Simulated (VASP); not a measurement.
# Lattice of MgGe3Pd across functionals

Wanted: equilibrium cells of MgGe3Pd at many levels, with their cost. The levels: PBE, LDA, PBEsol and r2SCAN. The cell is invented: it takes the structure of a Materials Project entry for SrGe3Pd (space group 107 there), with some of its atoms replaced by other elements, volume scaled by an estimate. It may not be a known or stable phase.

Main program and level: VASP 6.6.1; PBE; plane waves and PAW (Pd, Ge_d, Mg), in the first sound run; inputs show where later runs differ.

### 1. Set-up

Before any relaxation, the start is as follows. The structure is tetragonal, space group I4mm (No. 107). The conventional cell has a = 4.286 Å, b = 4.286 Å, c = 9.840 Å, α = 90.00°, β = 90.00°, γ = 90.00°. Pd has 5 Ge at 2.39 to 2.40 Å and 5 Mg at 3.35 to 3.50 Å nearest. Nearest to Ge lie 1 Pd at 2.39 Å and 4 Ge at 2.58 Å and 4 Mg at 3.18 Å. Nearest to Ge lie 2 Pd at 2.40 Å and 6 Ge at 2.58 to 3.03 Å and 4 Mg at 3.23 to 3.30 Å. Nearest to Mg lie 12 Ge at 3.18 to 3.30 Å and 5 Pd at 3.35 to 3.50 Å. It derives from SrGe3Pd. it takes the structure of a Materials Project entry for SrGe3Pd (space group 107 there), with some of its atoms replaced by other elements, volume scaled by an estimate. Farther neighbours are not listed.

As a file:

```cif
data_structure
_symmetry_space_group_name_H-M 'P 1'
_symmetry_Int_Tables_number 1
_cell_length_a 5.7784
_cell_length_b 5.7784
_cell_length_c 5.7784
_cell_angle_alpha 136.465
_cell_angle_beta 136.465
_cell_angle_gamma 63.262
_cell_volume 90.37
loop_
_atom_site_label
_atom_site_type_symbol
_atom_site_fract_x
_atom_site_fract_y
_atom_site_fract_z
_atom_site_occupancy
Pd1 Pd 0.64310 0.64310 0.00000 1
Ge2 Ge 0.39970 0.39970 0.00000 1
Ge3 Ge 0.75315 0.25315 0.50000 1
Ge4 Ge 0.25315 0.75315 0.50000 1
Mg5 Mg 0.99859 0.99859 0.00000 1
```

### 2. Rough relaxation of the start cell

The start is only an estimate, so a cheap relaxation brings it near a minimum before any careful run. PBE, the usual starting point, adds the gradient of the density.

INCAR

```
SYSTEM = MgGe3Pd
PREC = Normal
ENCUT = 410
EDIFF = 1E-05
NELM = 60
ISMEAR = -1
SIGMA = 0.05
LREAL = .FALSE.
ALGO = Fast
GGA = PE
NBANDS = 33
LORBIT = 11
LWAVE = .FALSE.
LCHARG = .FALSE.
KPAR = 2
IBRION = 2
NSW = 40
ISIF = 3
EDIFFG = -0.04
```

POSCAR

```
MgGe3Pd
1.0
   -2.1428640000      2.1428640000      4.9199450000
    2.1428640000     -2.1428640000      4.9199450000
    2.1428640000      2.1428640000     -4.9199450000
Pd Ge Mg
1 3 1
Direct
    0.6430964600      0.6430964600      0.0000000000
    0.3997007000      0.3997007000      0.0000000000
    0.7531546500      0.2531546500      0.5000000000
    0.2531546500      0.7531546500      0.5000000000
    0.9985885500      0.9985885500      0.0000000000
```

KPOINTS

```
Automatic mesh
0
Gamma
5 5 5
0 0 0
```

PAW data sets: Pd, Ge_d and Mg (PBE family, release 64).

Started as:

```console
mpirun -np 2 vasp_std
```

Output:

```text
[banner, memory and clock lines left out]
running    2 mpi-ranks, on    1 nodes
 distrk:  each k-point on    1 cores,    2 groups
 distr:  one band on    1 cores,    1 groups

 POSCAR found type information on POSCAR PdGeMg
 POSCAR found :  3 types and       5 ions
 LDA part: xc-table for (Slater+PW92), standard interpolation
 POSCAR, INCAR and KPOINTS ok, starting setup
 FFT: planning ... GRIDC
 FFT: planning ... GRID_SOFT
 FFT: planning ... GRID
 WAVECAR not read
 entering main loop
       N       E                     dE             d eps       ncg     rms          rms(c)
DAV:   1     0.454754378148E+03    0.45475E+03   -0.23566E+04  1383   0.363E+03
DAV:   2     0.540157526245E+02   -0.40074E+03   -0.39188E+03  1188   0.776E+02
DAV:   3    -0.176670508729E+02   -0.71683E+02   -0.70928E+02  1384   0.191E+02
DAV:   4    -0.210150389733E+02   -0.33480E+01   -0.33362E+01  1365   0.491E+01
DAV:   5    -0.210858561998E+02   -0.70817E-01   -0.70790E-01  1392   0.779E+00    0.944E+00
RMM:   6    -0.204614030916E+02    0.62445E+00   -0.16950E+00  1402   0.573E+00    0.522E+00
RMM:   7    -0.202623275294E+02    0.19908E+00   -0.53405E-01  1394   0.369E+00    0.279E+00
RMM:   8    -0.202072462677E+02    0.55081E-01   -0.20638E-01  1407   0.231E+00    0.517E-01
RMM:   9    -0.202041181026E+02    0.31282E-02   -0.27517E-02  1616   0.820E-01    0.185E-01
RMM:  10    -0.202043274054E+02   -0.20930E-03   -0.59077E-03  1578   0.327E-01    0.108E-01
RMM:  11    -0.202043167408E+02    0.10665E-04   -0.96032E-04  1435   0.187E-01    0.404E-02
RMM:  12    -0.202043442965E+02   -0.27556E-04   -0.31990E-04  1339   0.872E-02    0.288E-02
RMM:  13    -0.202043510516E+02   -0.67552E-05   -0.76254E-05  1137   0.438E-02
   1 F= -.20204351E+02 E0= -.20190213E+02  d E =-.202044E+02
 curvature:   0.00 expect dE= 0.000E+00 dE for cont linesearch  0.000E+00
 trial: gam= 0.00000 g(F)=  0.150E+00 g(S)=  0.102E+01 ort = 0.000E+00 (trialstep = 0.100E+01)
 search vector abs. value=  0.117E+01
 bond charge predicted
       N       E                     dE             d eps       ncg     rms          rms(c)
DAV:   1    -0.364808606420E+02   -0.16277E+02   -0.33477E+02  1503   0.292E+02    0.261E+01
RMM:   2    -0.237536879088E+02    0.12727E+02   -0.28865E+01  1412   0.523E+01    0.136E+01
RMM:   3    -0.217859943480E+02    0.19677E+01   -0.64888E+00  1407   0.238E+01    0.768E+00
RMM:   4    -0.206885309925E+02    0.10975E+01   -0.36978E+00  1396   0.146E+01    0.391E+00
RMM:   5    -0.205358760311E+02    0.15265E+00   -0.10479E+00  1569   0.726E+00    0.124E+00
RMM:   6    -0.205429551755E+02   -0.70791E-02   -0.18462E-01  1559   0.242E+00    0.688E-01
RMM:   7    -0.205468364177E+02   -0.38812E-02   -0.31750E-02  1416   0.164E+00    0.209E-01
RMM:   8    -0.205465679503E+02    0.26847E-03   -0.14042E-02  1422   0.901E-01    0.823E-02
RMM:   9    -0.205468640561E+02   -0.29611E-03   -0.30589E-03  1616   0.327E-01    0.875E-02
RMM:  10    -0.205469375992E+02   -0.73543E-04   -0.65472E-04  1322   0.125E-01    0.125E-01
RMM:  11    -0.205469111926E+02    0.26407E-04   -0.11974E-04  1205   0.760E-02    0.498E-02
RMM:  12    -0.205469096772E+02    0.15154E-05   -0.40782E-05   942   0.349E-02
   2 F= -.20546910E+02 E0= -.20534231E+02  d E =-.342559E+00
[... from here on, the cycles between the ionic steps are left out ...]
   3 F= -.20596682E+02 E0= -.20583302E+02  d E =-.392331E+00
   4 F= -.20713787E+02 E0= -.20700238E+02  d E =-.117105E+00
   5 F= -.20955879E+02 E0= -.20947140E+02  d E =-.359197E+00
   6 F= -.20959976E+02 E0= -.20950995E+02  d E =-.363294E+00
   7 F= -.21004280E+02 E0= -.20995401E+02  d E =-.443035E-01
   8 F= -.21006897E+02 E0= -.20997969E+02  d E =-.469207E-01
   9 F= -.21032192E+02 E0= -.21023827E+02  d E =-.252953E-01
  10 F= -.21032331E+02 E0= -.21024023E+02  d E =-.254343E-01
  11 F= -.21054706E+02 E0= -.21046879E+02  d E =-.223750E-01
  12 F= -.21066944E+02 E0= -.21060088E+02  d E =-.346132E-01
  13 F= -.21079060E+02 E0= -.21072335E+02  d E =-.121152E-01
  14 F= -.21094178E+02 E0= -.21087972E+02  d E =-.272334E-01
  15 F= -.21105238E+02 E0= -.21098773E+02  d E =-.110599E-01
  16 F= -.21108949E+02 E0= -.21102408E+02  d E =-.147708E-01
  17 F= -.21109324E+02 E0= -.21102769E+02  d E =-.151465E-01
  18 F= -.21109322E+02 E0= -.21102767E+02  d E =-.151443E-01
  19 F= -.21110627E+02 E0= -.21104256E+02  d E =-.130544E-02
  20 F= -.21110890E+02 E0= -.21104586E+02  d E =-.156827E-02
  21 F= -.21111069E+02 E0= -.21104913E+02  d E =-.174728E-02
  22 F= -.21111066E+02 E0= -.21104865E+02  d E =-.174367E-02
 curvature:  -0.62 expect dE=-0.504E-03 dE for cont linesearch -0.635E-06
 trial: gam= 0.32388 g(F)=  0.251E-03 g(S)=  0.560E-03 ort = 0.493E-04 (trialstep = 0.922E+00)
 search vector abs. value=  0.109E-02
 bond charge predicted
       N       E                     dE             d eps       ncg     rms          rms(c)
DAV:   1    -0.211174239512E+02   -0.63570E-02   -0.18218E-01  1331   0.418E+00    0.503E-01
RMM:   2    -0.211133057528E+02    0.41182E-02   -0.20880E-02  1411   0.128E+00    0.290E-01
RMM:   3    -0.211120315267E+02    0.12742E-02   -0.42841E-03  1403   0.459E-01    0.155E-01
RMM:   4    -0.211114685545E+02    0.56297E-03   -0.13238E-03  1412   0.273E-01    0.334E-02
RMM:   5    -0.211114676873E+02    0.86714E-06   -0.31933E-04  1424   0.160E-01    0.204E-02
RMM:   6    -0.211114776165E+02   -0.99292E-05   -0.92535E-05  1301   0.685E-02
  23 F= -.21111478E+02 E0= -.21105387E+02  d E =-.411894E-03
 trial-energy change:   -0.000412  1 .order   -0.000431   -0.000762   -0.000100
 step:   1.0608(harm=  1.0608)  dis= 0.00147  next Energy=   -21.111504 (dE=-0.439E-03)
 reached required accuracy - stopping structural energy minimisation
```

Run time: 4 min. Hardware: 2 MPI ranks of Intel Xeon Platinum 8259CL at 2.50GHz (Skylake/Cascade Lake), shared host; peak memory 0.36 GiB.

The logs omit lines about the potential files and the build; timing stands in the text.

Parts of OUTCAR (step 2):

```text
ion  position               nearest neighbor table
   1  0.643  0.643  0.000-   2 2.39   3 2.40   4 2.40   3 2.40   4 2.40   5 3.35   5 3.35   5 3.35
                             5 3.35   5 3.50
   2  0.400  0.400  0.000-   1 2.39   4 2.58   3 2.58   3 2.58   4 2.58   5 3.18   5 3.18   5 3.18
                             5 3.18
   3  0.753  0.253  0.500-   1 2.40   1 2.40   2 2.58   2 2.58   5 3.23   5 3.23
   4  0.253  0.753  0.500-   1 2.40   1 2.40   2 2.58   2 2.58   5 3.23   5 3.23
   5  0.999  0.999  0.000-   2 3.18   2 3.18   2 3.18   2 3.18   3 3.23   4 3.23   4 3.23   3 3.23
                             1 3.35   1 3.35   1 3.35   1 3.35   1 3.50

  LATTYP: Found a body centered tetragonal cell.
 ALAT       =     4.2857280000
 C/A-ratio  =     2.2959669862

 Subroutine GETGRP returns: Found  8 space group operations
 (whereof  8 operations were pure point group operations)

The static configuration has the point symmetry C_4v.

 Found     18 irreducible k-points:

   k-points           NKPTS =     18   k-points in BZ     NKDIM =     18   number of bands    NBANDS=     33

   dimension x,y,z NGX =    30 NGY =   30 NGZ =   30
   dimension x,y,z NGXF=    60 NGYF=   60 NGZF=   60

   ENCUT  =  410.0 eV  30.13 Ry    5.49 a.u.   9.54  9.54  9.54*2*pi/ulx,y,z

   NELECT =      54.0000    total number of electrons

 k-points in reciprocal lattice and weights: Automatic mesh
   0.00000000  0.00000000  0.00000000       0.008
   0.20000000  0.00000000  0.00000000       0.064
   0.40000000  0.00000000 -0.00000000       0.064
   0.20000000  0.20000000  0.00000000       0.064
   0.40000000  0.20000000 -0.00000000       0.128
  -0.40000000  0.20000000  0.00000000       0.128
  -0.20000000  0.20000000  0.00000000       0.032
   0.40000000  0.40000000 -0.00000000       0.064
  -0.40000000  0.40000000  0.00000000       0.032
[...]
-0.40000000  0.40000000  0.40000000       0.032
  -0.40000000 -0.40000000  0.40000000       0.016

 average (electrostatic) potential at core
       1 -75.0958       2 -73.1643       3 -73.2768       4 -73.2768       5 -36.5400

 E-fermi :   6.4578

 k-point     1 :       0.0000    0.0000    0.0000
  band No.  band energies     occupation
    ...
     23       2.9369      2.00000
     24       3.2886      2.00000
     25       4.4779      2.00000
     26       4.4779      2.00000
     27       6.4201      1.36014
     28       6.7064      0.01378
     29       6.7064      0.01377
     30       8.7689      0.00000
     31       9.2187      0.00000
     32      11.1859      0.00000
    ...

 k-point     2 :       0.2000    0.0000    0.0000
  band No.  band energies     occupation
    ...
     23       2.7793      2.00000
     24       3.3153      2.00000
     25       4.5386      2.00000
     26       4.5637      2.00000
     27       5.0882      2.00000
     28       7.0500      0.00001
     29       7.9746      0.00000
     30       9.2476      0.00000
     31       9.6231      0.00000
     32       9.9247      0.00000
    ...

 k-point     3 :       0.4000    0.0000   -0.0000
  band No.  band energies     occupation
    ...
     23       2.5381      2.00000
     24       3.3728      2.00000
     25       4.4212      2.00000
     26       4.8160      2.00000
     27       5.3105      2.00000
     28       7.0375      0.00002
     29       7.2509      0.00000
     30       8.3801      0.00000
     31       9.4585      0.00000
     32       9.5001      0.00000
    ...

  Total        0.0016559      0.0016559     -0.0117027      0.0000000      0.0000000      0.0000000
  in kB        0.0272906      0.0272906     -0.1928677      0.0000000      0.0000000      0.0000000
  external PRESSURE =      -0.0460955 kB  Pullay stress =       0.0000000 kB

  energy-cutoff  :      410.00
  volume of cell :       97.22
      direct lattice vectors                 reciprocal lattice vectors
    -2.057197413  2.057197413  5.742827224     0.000000000  0.243049110  0.087065130
     2.057197413 -2.057197413  5.742827224     0.243049110  0.000000000  0.087065130
     2.057197413  2.057197413 -5.742827224     0.243049110  0.243049110  0.000000000

 POSITION                                       TOTAL-FORCE (eV/Angst)
 -----------------------------------------------------------------------------------
      0.00000      0.00000      7.01924         0.000000      0.000000     -0.025006
      2.05720      2.05720     -1.18422        -0.000000     -0.000000      0.014277
     -0.00000      2.05720      2.87710         0.000000      0.000000      0.006323
      2.05720     -0.00000      2.87710         0.000000      0.000000      0.006323
      0.00000      0.00000      0.44424        -0.000000     -0.000000     -0.001918
 -----------------------------------------------------------------------------------
    total drift:                                0.000043      0.000043     -0.010443

  FREE ENERGIE OF THE ION-ELECTRON SYSTEM (eV)
  ---------------------------------------------------
  free  energy   TOTEN  =       -21.1114776165 eV

  energy  without entropy=      -21.0992964281  energy(sigma->0) =      -21.10538702

 reached required accuracy - stopping structural energy minimisation

 total charge
# of ion       s       p       d       tot
------------------------------------------
    1        0.500   0.532   8.570   9.602
    2        1.177   1.099  10.035  12.310
    3        1.207   1.038  10.041  12.287
    4        1.207   1.038  10.041  12.287
    5        0.172   0.091   0.016   0.279
--------------------------------------------------
tot          4.264   3.799  38.703  46.766

[... 3 further parts left out ...]
```

The k-mesh is coarse for a metal. This relaxation is a rough one on cheap settings, only to bring the start near its minimum. The run keeps the 8 symmetry operations of its start, so it cannot find a distortion of lower symmetry.

Step by step (22 of 23):

```csv
step,energy less that of the first step (eV),largest force (eV/Å),pressure (GPa),volume (Å³)
1,0.0000,1.5685,10.23,90.37
2,-0.3426,0.2849,-4.09,106.29
3,-0.3923,0.4038,-1.15,101.55
4,-0.5094,0.4720,-1.29,101.31
5,-0.7515,0.6340,-1.89,100.00
6,-0.7556,0.6347,-1.74,99.73
7,-0.7999,0.3749,1.74,94.65
8,-0.8025,0.3738,0.84,95.59
9,-0.8278,0.3704,0.00,96.45
10,-0.8280,0.3671,0.05,96.51
11,-0.8504,0.3252,-0.20,97.12
13,-0.8747,0.4414,-0.91,97.60
14,-0.8898,0.4747,0.85,96.06
15,-0.9009,0.2250,0.95,96.55
16,-0.9046,0.1010,0.13,97.24
17,-0.9050,0.0528,0.20,97.08
18,-0.9050,0.0414,0.12,97.10
19,-0.9063,0.0411,-0.07,97.30
20,-0.9065,0.0465,-0.02,97.38
21,-0.9067,0.0540,-0.29,97.53
22,-0.9067,0.0618,-0.22,97.49
23,-0.9071,0.0250,0.00,97.22
```

```csv
cell as run,before,after,change
a (Å),5.778,6.438,+11.4 %
b (Å),5.778,6.438,+11.4 %
c (Å),5.778,6.438,+11.4 %
α (°),136.46,142.73,+4.6 %
β (°),136.46,142.73,+4.6 %
γ (°),63.26,53.73,-15.1 %
volume (Å³/atom),18.07,19.44,+7.6 %
```

The atoms that moved most (Å, as changes of fractional coordinates times the final cell):

```csv
atom,dx,dy,dz,length
Mg5,0.000,0.000,0.460,0.460
Pd1,0.000,0.000,-0.367,0.367
Ge2,0.000,0.000,-0.032,0.032
Ge3,0.000,0.000,-0.031,0.031
Ge4,0.000,0.000,-0.031,0.031
```

Final coordinates:

```
Pd Ge Mg
1.0
    -2.05720    2.05720    5.74283
     2.05720   -2.05720    5.74283
     2.05720    2.05720   -5.74283
Pd Ge Mg
1 3 1
Cartesian
  0.0000 0.0000 7.0192
  0.0000 0.0000 4.5586
  0.0000 2.0572 2.8771
  2.0572 0.0000 2.8771
  0.0000 0.0000 11.9299
```

Numbers from this step:

```
electrons                       : 54
bands                           : 33
irreducible k-points            : 18
symmetry operations             : 8
free energy (TOTEN)             : -21.11 eV
energy at zero smearing         : -21.11 eV
Fermi energy                    : 6.458 eV
pressure                        : -0.004610 GPa
metallic                        : yes
SCF cycles over all ionic steps : 176
```

It ends with a largest force of 0.025 eV/Å and a pressure of 0.00 GPa.

(Part 1 of 3 ends here.)

[Lines on the potential files, build, host, timing and source positions are cut from VASP's logs without a mark.]

[Logs are printed without paths, hosts, clocks, repeated set-up lines and the standing remarks that a program may print on its own settings, such as how far it seeks lower states.]

[Hosts, paths, dates, database ids (printed as entryN), source tags and the programs' standing remarks are cut or masked in the printed files.]

[A measured line is paired with the nearest computed mode of its activity, which favours agreement.]
